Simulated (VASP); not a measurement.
VASP runs on PbS (rock salt) share one base input (PBE GGA, plane waves, VASP's PBE PAW potentials (set 64)) and change the settings named in each case.

**POSCAR**
```
PbS
1
    0.0000000000     3.0294000000     3.0294000000
    3.0294000000     0.0000000000     3.0294000000
    3.0294000000     3.0294000000     0.0000000000
Pb S
1 1
Direct
  0.0000000000   0.0000000000   0.0000000000
  0.5000000000   0.5000000000   0.5000000000
```

### INCAR
```
# general
SYSTEM   =  PbS
PREC     =  Accurate
ENCUT    =  400
LREAL    =  .False.
LASPH    =  .True.

# electronic loop
EDIFF    =  1E-6
NELM     =  100
ALGO     =  Normal
LMAXMIX  =  4

# smearing
ISMEAR   =  0
SIGMA    =  0.05

# functional
GGA      =  PE

# ions
ISIF     =  2

# output
LWAVE    =  .False.
LCHARG   =  .False.
```

File KPOINTS:
```
kpoints
0
gamma
  7 7 7
```

POTCAR, in this order: Pb_d S (PBE.64 set). Program: vasp_std.

```tsv
change	E(σ→0) (eV/atom)	irreducible k-points
base run	-4.3827	20
KPOINTS 4×4×4 Γ-centred mesh	-4.3761	8
KPOINTS 5×5×5 Γ-centred mesh	___	10
KPOINTS 8×8×8 Γ-centred mesh	-4.3822	29
KPOINTS 10×10×10 Γ-centred mesh	-4.3820	47
KPOINTS 11×11×11 Γ-centred mesh	-4.3820	56
KPOINTS 12×12×12 Γ-centred mesh	-4.3820	72
```

**Question.** What belongs in the gaps?

**Answer.** 
- KPOINTS 5×5×5 Γ-centred mesh, E(σ→0) (eV/atom): -4.3868

Unless said otherwise, spin-orbit coupling is left out, though it shifts the bands of the heavy elements here.

Left out are runs that ran out of time, are held back, or changed the cell or the kind of run, fixed moments of cells without a moment, rows past the twelfth, gaps on odd meshes, pressures of charged cells and columns that move by less than the noise.

The compound is PbS in the rock salt structure. The cell was not relaxed at this level.
